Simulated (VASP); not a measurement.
# Tl3B2 (Pm-3m) in VASP: further runs

One crystal, Tl3B2, is run at these levels: PBE; tasks: single point, relaxation of cell and atoms.

Everything below comes from runs of VASP 6.6.1. Logs are shortened: lines on timing, memory, paths and dates and some standing lists are left out, and cuts for length are marked.

## 1. The cell of the first run

The structure is cubic, space group Pm-3m (No. 221). The conventional cell has a = 4.904 Å, b = 4.904 Å, c = 4.904 Å, α = 90.00°, β = 90.00°, γ = 90.00°. Around Tl (site symmetry 4/mmm) lie 2 B at 2.45 Å. B (site symmetry m-3m) has 6 Tl at 2.45 Å as nearest neighbours. Around B (site symmetry m-3m) lie 12 Tl at 3.47 Å.

The cell was built by a generator and needn't be a form met in nature.

## 2. Single point, PBE (random cell by space group and Wyckoff sites (Pm-3m, No. 221))

File INCAR:

```
SYSTEM = Tl3B2
PREC = Accurate
ENCUT = 520
EDIFF = 1E-7
ISMEAR = 0
SIGMA = 0.1
LREAL = .FALSE.
LASPH = .TRUE.
NELM = 80
ALGO = Fast
ISIF = 2
LWAVE = .FALSE.
LCHARG = .FALSE.
GGA = PE
NBANDS = 30
```

File KPOINTS:

```
regular mesh
0
G
  8 8 8
  0 0 0
```

File POSCAR:

```
Tl3B2
1.0
    4.9043860239      0.0000000000      0.0000000000
    0.0000000000      4.9043860239      0.0000000000
    0.0000000000      0.0000000000      4.9043860239
Tl B
3 2
Direct
    0.0000000000      0.5000000000      0.5000000000
    0.5000000000      0.0000000000      0.5000000000
    0.5000000000      0.5000000000      0.0000000000
    0.5000000000      0.5000000000      0.5000000000
    0.0000000000      0.0000000000      0.0000000000
```

Potentials or basis: VASP PAW PBE potentials, release 64 (Tl_d, B).

On the command line:

```console
> cat potpaw_PBE.64/Tl_d/POTCAR potpaw_PBE.64/B/POTCAR > POTCAR
> mpirun -np 1 vasp_std > vasp.out
```

OUTCAR:

```text
SYSTEM = Tl3B2
   PREC = Accurate
   ENCUT = 520
   EDIFF = 1E-7
   ISMEAR = 0
   LREAL = .FALSE.
   LASPH = .TRUE.
   NELM = 80
   ISIF = 2
   GGA = PE

 ion  position               nearest neighbor table
   1  0.000  0.500  0.500-   4 2.45   4 2.45   2 3.47   3 3.47   2 3.47   2 3.47   3 3.47   3 3.47
                             3 3.47   2 3.47
   2  0.500  0.000  0.500-   4 2.45   4 2.45   1 3.47   3 3.47   1 3.47   3 3.47   3 3.47   3 3.47
                             1 3.47   1 3.47
   3  0.500  0.500  0.000-   4 2.45   4 2.45   1 3.47   1 3.47   2 3.47   2 3.47   2 3.47   2 3.47
                             1 3.47   1 3.47
   4  0.500  0.500  0.500-   1 2.45   2 2.45   3 2.45   3 2.45   2 2.45   1 2.45
   5  0.000  0.000  0.000-

  LATTYP: Found a simple cubic cell.
 ALAT       =     4.9043860239

  Lattice vectors:

 A1 = (   4.9043860239,   0.0000000000,   0.0000000000)
 A2 = (   0.0000000000,   4.9043860239,   0.0000000000)
 A3 = (   0.0000000000,   0.0000000000,   4.9043860239)

Analysis of symmetry for initial positions (statically):
=====================================================================
 Subroutine PRICEL returns:
 Original cell was already a primitive cell.

 Routine SETGRP: Setting up the symmetry group for a
 simple cubic supercell.

 Subroutine GETGRP returns: Found 48 space group operations
 (whereof 48 operations were pure point group operations)
 out of a pool of 48 trial point group operations.

The static configuration has the point symmetry O_h .

Analysis of symmetry for dynamics (positions and initial velocities):
=====================================================================
 Subroutine PRICEL returns:
 Original cell was already a primitive cell.

 Routine SETGRP: Setting up the symmetry group for a
 simple cubic supercell.

 Subroutine GETGRP returns: Found 48 space group operations
 (whereof 48 operations were pure point group operations)
 out of a pool of 48 trial point group operations.

The dynamic configuration has the point symmetry O_h .

 Subroutine INISYM returns: Found 48 space group operations
 (whereof 48 operations are pure point group operations),
 and found     1 'primitive' translations

----------------------------------------------------------------------------------------

                                     Primitive cell

  volume of cell :     117.9652

  direct lattice vectors                    reciprocal lattice vectors
     4.904386024  0.000000000  0.000000000     0.203899121  0.000000000  0.000000000
     0.000000000  4.904386024  0.000000000     0.000000000  0.203899121  0.000000000
     0.000000000  0.000000000  4.904386024     0.000000000  0.000000000  0.203899121

  length of vectors
     4.904386024  4.904386024  4.904386024     0.203899121  0.203899121  0.203899121

  position of ions in fractional coordinates (direct lattice)
     0.000000000  0.500000000  0.500000000
     0.500000000  0.000000000  0.500000000
     0.500000000  0.500000000  0.000000000
     0.500000000  0.500000000  0.500000000
     0.000000000  0.000000000  0.000000000

  ion indices of the primitive-cell ions
   primitive index   ion index
                 1           1
                 2           2
                 3           3
                 4           4
                 5           5

----------------------------------------------------------------------------------------

 KPOINTS: regular mesh

Automatic generation of k-mesh.
 Grid dimensions read from file:
 generate k-points for:    8    8    8

 Generating k-lattice:

  Cartesian coordinates                     Fractional coordinates (reciprocal lattice)
     0.025487390  0.000000000  0.000000000     0.125000000  0.000000000  0.000000000
     0.000000000  0.025487390  0.000000000     0.000000000  0.125000000  0.000000000
     0.000000000  0.000000000  0.025487390     0.000000000  0.000000000  0.125000000

  Length of vectors
     0.025487390  0.025487390  0.025487390

  Shift w.r.t. Gamma in fractional coordinates (k-lattice)
     0.000000000  0.000000000  0.000000000

 Subroutine IBZKPT returns following result:
 ===========================================

 Found     35 irreducible k-points:

 Following reciprocal coordinates:
            Coordinates               Weight
  0.000000  0.000000  0.000000      1.000000
  0.125000  0.000000  0.000000      6.000000
  0.250000  0.000000  0.000000      6.000000
  0.375000  0.000000  0.000000      6.000000
  0.500000  0.000000  0.000000      3.000000
  0.125000  0.125000  0.000000     12.000000
[... 16 lines left out ...]
  0.375000  0.375000  0.125000     24.000000
  0.500000  0.375000  0.125000     24.000000
 [... further k-points ...]
   k-points           NKPTS =     35   k-points in BZ     NKDIM =     35   number of bands    NBANDS=     30
   number of dos      NEDOS =    301   number of ions     NIONS =      5
   total plane-waves  NPLWV =  46656
   dimension x,y,z NGX =    36 NGY =   36 NGZ =   36
   dimension x,y,z NGXF=    72 NGYF=   72 NGZF=   72
   ions per type =               3   2
   NGX,Y,Z   is equivalent  to a cutoff of  12.20, 12.20, 12.20 a.u.
   NGXF,Y,Z  is equivalent  to a cutoff of  24.41, 24.41, 24.41 a.u.
 SYSTEM =  Tl3B2
   PREC   = accura    normal or accurate (medium, high low for compatibility)
   ISTART =      0    job   : 0-new  1-cont  2-samecut
   ICHARG =      2    charge: 1-file 2-atom 10-const
   ISPIN  =      1    spin polarized calculation?
   LNONCOLLINEAR =      F non collinear calculations
   LSORBIT =      F    spin-orbit coupling
   LASPH  =      T    aspherical Exc in radial PAW
   ENCUT  =  520.0 eV  38.22 Ry    6.18 a.u.   9.12  9.12  9.12*2*pi/ulx,y,z
   NELM   =     80;   NELMIN=  2; NELMDL= -5     # of ELM steps
   EDIFF  = 0.1E-06   stopping-criterion for ELM
   LREAL  =      F    real-space projection
   EDIFFG = 0.1E-05   stopping-criterion for IOM
   NSW    =      0    number of steps for IOM
   IBRION =     -1    ionic relax: 0-MD 1-quasi-New 2-CG
   NFREE  =      0    steps in history (QN), initial steepest desc. (CG)
   ISIF   =      2    stress and relaxation
   ISYM   =      2    0-nonsym 1-usesym 2-fastsym
   POTIM  = 0.5000    time-step for ionic-motion
   TEBEG  =    0.0;   TEEND  =   0.0 temperature during run
   PSTRESS=    0.0 pullay stress
   NELECT =      45.0000    total number of electrons
   NUPDOWN=      -1.0000    fix difference up-down
   EMIN   =  10.00;   EMAX   =-10.00  energy-range for DOS
   EFERMI =   0.00;   METHOD = LEGACY
   ISMEAR =     0;   SIGMA  =   0.10  broadening in eV -4-tet -1-fermi 0-gaus
   EFERMI_NEDOS =   21; number of points for ismear=-14 and -15
   IALGO  =     68    algorithm
   IMIX   =      4    mixing-type and parameters
     AMIX     =   0.40;   BMIX     =  1.00
     AMIX_MAG =   1.60;   BMIX_MAG =  1.00
  volume/ion in A,a.u.               =      23.59       159.21
  Fermi-wavevector in a.u.,A,eV,Ry     =   1.187302  2.243675 19.179927  1.409685
  Thomas-Fermi vector in A             =   2.323456
   LORBIT       =      0    0 simple, 1 ext, 2 COOP (PROOUT), +10 PAW based schemes
   GGA     = PE    functional components
   LHFCALC =     F    Hartree Fock is set to
   AEXX    =    0.0000 exact exchange contribution
   IVDW    =     0    specifies the selected vdW correction
   LEPSILON=     F    determine dielectric tensor
   LRPA    =     F    only Hartree local field effects (RPA)
 non-spin polarized calculation
 RMM-DIIS sequential band-by-band and
 Gauss-broadening in eV      SIGMA  =   0.10
  energy-cutoff  :      520.00
  volume of cell :      117.97
 maximum number of plane-waves:      3196
   NGX = 19   NGY = 19   NGZ = 19

 number of electron      44.9999972 magnetization

 Free energy of the ion-electron system (eV)
  ---------------------------------------------------
  ext. energy  EPLUGINS =         0.00000000
  ---------------------------------------------------
  free energy    TOTEN  =       -12.84649968 eV

  energy without entropy =      -12.83310453  energy(sigma->0) =      -12.83980210

 E-fermi :   5.0579     XC(G=0):  -9.7419

 val. band max:        5.0433961233   @ k =   0.2500   0.2500   0.1250
 cond. band min:       5.0733825536   @ k =   0.2500   0.1250   0.1250
 fundamental gap:      0.0299864303
 Fermi energy:         5.0579142267

 k-point     1 :       0.0000    0.0000    0.0000
  band No.  band energies     occupation
      1      -7.8349      2.00000
      2      -6.7968      2.00000
      3      -6.7968      2.00000
      4      -6.7968      2.00000
      5      -6.5553      2.00000
      6      -6.5553      2.00000
[... 22 lines left out ...]
     29       9.5146      0.00000
     30      10.8050      0.00000

 k-point     2 :       0.1250    0.0000    0.0000
  band No.  band energies     occupation
      1      -7.7863      2.00000
      2      -6.7926      2.00000
      3      -6.7742      2.00000
      4      -6.7742      2.00000
      5      -6.5514      2.00000
      6      -6.5383      2.00000
[... 22 lines left out ...]
     29       9.2749      0.00000
     30      10.6258      0.00000

 k-point     3 :       0.2500    0.0000    0.0000
  band No.  band energies     occupation
      1      -7.6544      2.00000
      2      -6.7822      2.00000
      3      -6.7079      2.00000
      4      -6.7079      2.00000
      5      -6.5430      2.00000
      6      -6.4917      2.00000
[... 22 lines left out ...]
     29       8.9034      0.00000
     30      10.1568      0.00000

 k-point     4 :       0.3750    0.0000    0.0000
  band No.  band energies     occupation
      1      -7.4890      2.00000
      2      -6.7712      2.00000
      3      -6.6043      2.00000
      4      -6.6040      2.00000
      5      -6.6040      2.00000
      6      -6.5309      2.00000
[... 22 lines left out ...]
     29       8.8087      0.00000
     30       9.6469      0.00000

 k-point     5 :       0.5000    0.0000    0.0000
  band No.  band energies     occupation
      1      -7.4013      2.00000
      2      -6.7665      2.00000
      3      -6.6793      2.00000
      4      -6.5282      2.00000
      5      -6.4909      2.00000
      6      -6.4909      2.00000
[... 22 lines left out ...]
     29       9.0107      0.00000
     30       9.2778      0.00000
[... 526 lines left out ...]
     29       8.9472      0.00000
     30       9.8612      0.00000

 k-point    22 :       0.5000    0.2500    0.1250
  band No.  band energies     occupation
      1      -7.2059      2.00000
      2      -6.7854      2.00000
      3      -6.6845      2.00000
      4      -6.6197      2.00000
      5      -6.5201      2.00000
      6      -6.5098      2.00000
[... 22 lines left out ...]
     29       9.2990      0.00000
     30       9.9197      0.00000

 k-point    23 :       0.3750    0.3750    0.1250
  band No.  band energies     occupation
      1      -7.1479      2.00000
      2      -6.7702      2.00000
      3      -6.7146      2.00000
      4      -6.6349      2.00000
      5      -6.5482      2.00000
      6      -6.4993      2.00000
[... 22 lines left out ...]
     29       8.9459      0.00000
     30      10.0525      0.00000

 k-point    24 :       0.5000    0.3750    0.1250
  band No.  band energies     occupation
      1      -7.0525      2.00000
      2      -6.8335      2.00000
      3      -6.7367      2.00000
      4      -6.6119      2.00000
      5      -6.5097      2.00000
      6      -6.5080      2.00000
[... 22 lines left out ...]
     29       9.4592      0.00000
     30      10.4000      0.00000

 [... further k-points ...]

------------------------ aborting loop because EDIFF is reached ----------------------------------------

  FORCE on cell =-STRESS in cart. coord.  units (eV):
  Direction    XX          YY          ZZ          XY          YZ          ZX
  --------------------------------------------------------------------------------------
  -------------------------------------------------------------------------------------
  Total       -0.0558119     -0.0558119     -0.0558119      0.0000000     -0.0000000     -0.0000000
  in kB       -0.7580249     -0.7580249     -0.7580249      0.0000000     -0.0000000     -0.0000000
  external PRESSURE =      -0.7580249 kB  Pullay stress =       0.0000000 kB

 VOLUME and BASIS-vectors are now :
 -----------------------------------------------------------------------------
  energy-cutoff  :      520.00
  volume of cell :      117.97
      direct lattice vectors                 reciprocal lattice vectors
     4.904386024  0.000000000  0.000000000     0.203899121  0.000000000  0.000000000
     0.000000000  4.904386024  0.000000000     0.000000000  0.203899121  0.000000000
     0.000000000  0.000000000  4.904386024     0.000000000  0.000000000  0.203899121

 POSITION                                       TOTAL-FORCE (eV/Angst)
 -----------------------------------------------------------------------------------
      0.00000      2.45219      2.45219         0.000000      0.000000      0.000000
      2.45219      0.00000      2.45219         0.000000      0.000000      0.000000
      2.45219      2.45219      0.00000         0.000000      0.000000      0.000000
      2.45219      2.45219      2.45219         0.000000      0.000000      0.000000
      0.00000      0.00000      0.00000         0.000000      0.000000      0.000000
 -----------------------------------------------------------------------------------
    total drift:                                0.000000      0.000000      0.000000

  FREE ENERGIE OF THE ION-ELECTRON SYSTEM (eV)
  ---------------------------------------------------
  free  energy   TOTEN  =       -12.8464996781 eV

  energy  without entropy=      -12.8331045300  energy(sigma->0) =      -12.83980210
```

Wall time 57 s (1 thread of AMD EPYC 9R45 (Zen 5), shared host); peak memory 0.23 GiB.

What came out:

```yaml
Free_energy: -12.8465 eV
Pressure: -0.1 GPa
Band_gap_on_the_k_mesh: none (metal or under the smearing width)
```

Spin-orbit coupling is left out, which matters for the levels of Tl.

(Part 1 of 2 ends here.)
